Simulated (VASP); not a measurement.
Input:

```xyz
2
Lattice="2.8322 0.0000 0.0000 0.0000 2.8322 0.0000 0.0000 0.0000 2.8322" Properties=species:S:1:pos:R:3 pbc="T T T"
Al     1.4161     1.4161     1.4161
Fe     0.0000     0.0000     0.0000
```

These are SCAN meta-GGA, VASP's PBE PAW potentials (set 64) (plane waves; VASP 6.6.1) values and carry that method's errors. Numerical set-up: 520 eV cut-off, 14×14×14 Γ-centred mesh, tetrahedra with Blöchl corrections, potentials Al Fe.

Task: Estimate the energy per atom (σ→0), band gap (over mesh and band path) with the smallest direct gap where there is one.

Result: 
| Property | Value |
|---|---|
| band gap (over mesh and band path) | none (metal, semimetal or under 0.01 eV) |
| energy per atom (σ→0) | -13.168 eV/atom |

Only differences to runs with the same potentials and settings are physical.

The compound is FeAl in the CsCl type structure. It was relaxed first, which changed the volume by -8 %. The run is not spin-polarised, so no magnetic state was tried. The electron count is odd and the run is not spin-polarised, which forces a metal.
